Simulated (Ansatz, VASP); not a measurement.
# Cross-check of AgCl (Chlorargyrite) between VASP and Ansatz, part 2 of 2

Wanted: the spread between two codes on one cell, functional and k mesh. The cell is taken from a series of runs on this material, whose earlier steps may have relaxed, scaled, displaced or heated it; both programs get it as it stands.

VASP 6.6.1 and Ansatz 0.2.0.

So far: The structure; VASP: relaxation of cell and atoms, RPBE; Ansatz: relaxation of cell and atoms, RPBE; Differences.

### Step 5. VASP: zone-centre phonons, RPBE

Level of this step: RPBE; plane waves and PAW (Ag, Cl) (VASP).

Second derivatives magnify differences that forces hide, and they need a tight electronic threshold.

INCAR

```
SYSTEM = AgCl
PREC = Accurate
ENCUT = 500
EDIFF = 1E-08
NELM = 120
ISMEAR = 0
SIGMA = 0.01
LREAL = .FALSE.
ALGO = Normal
GGA = RP
NBANDS = 15
LASPH = .TRUE.
LORBIT = 11
LWAVE = .FALSE.
LCHARG = .FALSE.
ISIF = 2
IBRION = 8
LEPSILON = .TRUE.
GGA_COMPAT = .FALSE.
EFERMI = MIDGAP
KPAR = 2
```

POSCAR

```
AgCl
1.0
    0.0000000000      2.8843977927      2.8843977927
    2.8843977927      0.0000000000      2.8843977927
    2.8843977927      2.8843977927      0.0000000000
Ag Cl
1 1
Direct
    0.0000000000      0.0000000000      0.0000000000
    0.5000000000      0.5000000000      0.5000000000
```

KPOINTS

```
Automatic mesh
0
Gamma
8 8 8
0 0 0
```

Potentials, in the order of the species: Ag and Cl (PBE family, release 64).

Started as:

```sh
> mpirun -np 2 vasp_std
```

Numbers of over 12 decimals in the logs are rounded to 6 here.

Output:

```text
[banner, memory and clock lines left out]
running    2 mpi-ranks, on    1 nodes
[...]
[... a notice as in an earlier step ...]

 LDA part: xc-table for (Slater+PW92), standard interpolation
 POSCAR, INCAR and KPOINTS ok, starting setup
[...]
entering main loop
       N       E                     dE             d eps       ncg     rms          rms(c)
DAV:   1     0.948659165592E+02    0.94866E+02   -0.83103E+03   910   0.103E+03
DAV:   2    -0.124903039293E+01   -0.96115E+02   -0.88921E+02  1052   0.220E+02
DAV:   3    -0.492660913757E+01   -0.36776E+01   -0.36687E+01  1108   0.454E+01
DAV:   4    -0.495395373750E+01   -0.27345E-01   -0.27342E-01  1143   0.424E+00
[...]
DAV:  15    -0.473511767986E+01   -0.16643E-07   -0.42039E-09   820   0.525E-04    0.313E-04
DAV:  16    -0.473511769751E+01   -0.17649E-07   -0.86275E-10   722   0.289E-04    0.393E-05
DAV:  17    -0.473511769874E+01   -0.12299E-08   -0.13703E-10   610   0.993E-05
   1 F= -.47351177E+01 E0= -.47351177E+01  d E =0.000000E+00
[...]
RMM:  13    -0.306018389035E+00   -0.59262E-08    0.15473E-10  2826   0.208E-05    0.774E-08
 first order change of Fermi-energy  -0.23640E-03
 force on displaced ion       1 direction 1 :  -0.357   0.000   0.000
 Born effective charge ion    1 direction 1 :   1.476   0.000   0.000
 Linear response progress:
  Degree of freedom:   2/  2
       N       E                     dE             d eps       ncg     rms          rms(c)
RMM:   1    -0.191612186626E+00   -0.19161E+00    0.47015E-02  3957   0.260E+00
RMM:   2    -0.191549120537E+00    0.63066E-04   -0.15931E-03  2732   0.286E-01    0.666E-02
RMM:   3    -0.191952698639E+00   -0.40358E-03   -0.50574E-05  2822   0.491E-02    0.358E-02
RMM:   4    -0.192462532105E+00   -0.50983E-03   -0.38094E-05  2806   0.381E-02    0.709E-03
[...]
RMM:   8    -0.192500267568E+00    0.35031E-05   -0.68307E-09  2979   0.398E-04    0.166E-04
RMM:   9    -0.192499167022E+00    0.11005E-05   -0.93315E-10  2893   0.245E-04    0.774E-05
RMM:  10    -0.192499168756E+00   -0.17340E-08   -0.22261E-09  2984   0.649E-05    0.229E-05
 first order change of Fermi-energy   0.66052E-03
 force on displaced ion       2 direction 1 :  -0.363   0.000   0.000
 Born effective charge ion    2 direction 1 :  -1.477   0.000   0.000
 Born effective charges drift removed
 Linear response finished
```

Parts of OUTCAR (step 5):

```text
  Total       -0.0355325     -0.0355325     -0.0355325      0.0000000      0.0000000     -0.0000000
  in kB       -1.1861540     -1.1861540     -1.1861540      0.0000000      0.0000000     -0.0000000
  external PRESSURE =      -1.1861540 kB  Pullay stress =       0.0000000 kB

 POSITION                                       TOTAL-FORCE (eV/Angst)
 -----------------------------------------------------------------------------------
      0.00000      0.00000      0.00000        -0.000000     -0.000000     -0.000000
      2.88440      2.88440      2.88440         0.000000      0.000000      0.000000
 -----------------------------------------------------------------------------------
    total drift:                               -0.000000      0.000000      0.000000

 MACROSCOPIC STATIC DIELECTRIC TENSOR (including local field effects in DFT)
 ------------------------------------------------------
           4.498571    -0.000000    -0.000000
          -0.000000     4.498571     0.000000
           0.000000    -0.000000     4.498571
 ------------------------------------------------------

 MACROSCOPIC STATIC DIELECTRIC TENSOR IONIC CONTRIBUTION
 ------------------------------------------------------
          22.822626     0.000000     0.000000
           0.000000    22.822626     0.000000
           0.000000     0.000000    22.822626
 ------------------------------------------------------

[... 1 part as in an earlier step ...]

[... 1 further part left out ...]
```

### Step 6. Ansatz: zone-centre phonons, RPBE

The same cell, functional and mesh now go to Ansatz, which takes its cutoff from its data sets.

The cell is taken from a series of runs on this material, whose earlier steps may have relaxed, scaled, displaced or heated it; both programs get it as it stands.

input.yaml

```yaml
crystal:
  lattice:
    - [0.0, 2.8843977927, 2.8843977927]
    - [2.8843977927, 0.0, 2.8843977927]
    - [2.8843977927, 2.8843977927, 0.0]
  atoms:
    - { symbol: Ag, position: [0.0, 0.0, 0.0] }
    - { symbol: Cl, position: [0.5, 0.5, 0.5] }
kpoints:
  mp_grid: { grid: [8, 8, 8] }
hamiltonian:
  xc: rpbe
scf:
  occupations: { method: fixed }
output:
  eigenvalues: true
phonons:
  method: dfpt
  dielectric: true
  rigid_motions: translations
  qmesh: [2, 2, 2]
  temperatures: { t_max: 1000, t_step: 50 }
  qpath:
    path:
      - [[0.0, 0.0, 0.0], [0.5, 0.0, 0.5], [0.625, 0.25, 0.625]]
      - [[0.375, 0.375, 0.75], [0.0, 0.0, 0.0], [0.5, 0.5, 0.5], [0.5, 0.25, 0.75], [0.5, 0.0, 0.5]]
    npoints: 10
```

Started as:

```sh
> ansatz run input.yaml --threads 2 --pin off --max-ram 5120MiB --backend cpu --events-out ev --progress --plain --runs-dir out
```

Output:

```text
[...]
Crystal: 2 atoms, lattice volume = 47.995 Å³
Basis set: ecut = 420 eV, 941 PW (Γ), exchange–correlation on 60×60×60 points (8 copies of the dense FFT grid, shifted against one another)
Bands: 17, of which v1, the nominal top of the filled ones, is band 13 counted from 1 (12 counted from 0)
Symmetry: 48 space group operations
k-points: 59 of 512 (irreducible under 8 space group operations, time reversal used)
[...]
largest difference from the sums on the solved wave vectors: F 2.66e-1 eV, S 3.56e-4 and C_V 8.98e-5 eV/K
  zero-point energy: 0.024804 eV/cell   skipped modes (ω ≤ 0): 98, of them read as no rigid motion or as one in doubt: 95 (3.320e-1 modes/cell left out, lowest -43.71 cm⁻¹)   left out of the sums: 5.54e-2 of the cell's modes: C_V's classical limit lies that fraction below 3 k_B per atom; for a crystal, a wire or a layer, F and S can be off by more, and a phonons.interpolated_qmesh denser along its periods is the remedy for the sampling
[key lines of the parts left out:]
SCF converged after 8 iterations
Free energy (F): -8682.702571 eV
Fermi energy:    6.358064 eV
```

### Step 7. Comparison

What differs besides the data sets and the points named for the pairs above, as far as they apply: fixed occupations in Ansatz, narrow Gaussian smearing in VASP; VASP's run holds the zone centre alone; VASP's response is taken on the typed mesh, Ansatz refines its own for the field response alone; the data sets hold 26 valence electrons in Ansatz (on its default PAW (the set named soft_2) files) and 18 in VASP. Total energies have different zeros and are not compared.

Both answers:

```
                                     quantity  Ansatz   VASP  difference
                                        ε∞ xx    4.53   4.50     +0.63 %
                                        ε∞ yy    4.53   4.50     +0.63 %
                                        ε∞ zz    4.53   4.50     +0.63 %
Born charge of Ag1 (mean of the diagonal) (e)    1.48   1.48       +0.01
Born charge of Cl2 (mean of the diagonal) (e)   -1.48  -1.48       -0.01
                   optical mode 1 to 3 (cm⁻¹)    61.4   60.7     +1.16 %
```

Modes are paired by rising frequency, not by their patterns, so a pair may set unlike modes beside each other; they are those without the splitting of longitudinal modes.

### Step 8. Summary of results

| Property | Result |
| --- | --- |
| difference in volume (relaxation of cell and atoms, RPBE) | 0.38 % |
| r.m.s. difference of the optical zone-centre modes, each program's sorted by frequency (zone-centre phonons, RPBE) | 0.71 cm⁻¹ |
| difference in optical mode 1 to 3 (zone-centre phonons, RPBE) | +1.2 % |

**Reading.** The difference in volume is 0.38 % (relaxation of cell and atoms, RPBE), within the 1.2 % picked in this series as the mark of a large difference, as far as the stopping tolerances let one tell. The data sets hold unlike numbers of valence electrons (26 in Ansatz and 18 in VASP), so part of the differences comes from the potentials. Among the rows given in per cent, the largest difference of the zone-centre phonons, RPBE pair is in optical mode 1 to 3, +1.2 %. 1 further run of this series is not shown here. Such differences can come from data sets, numerical settings and the points named under the comparisons, not from the functional's error against experiment.

[Lines on the potential files, build, host, timing and source positions are cut from VASP's logs without a mark.]

[Logs are printed without paths, hosts, clocks, repeated set-up lines and the standing remarks that a program may print on its own settings, such as how far it seeks lower states.]

[Hosts, paths, dates, database ids (printed as entryN), source tags and the programs' standing remarks are cut or masked in the printed files.]
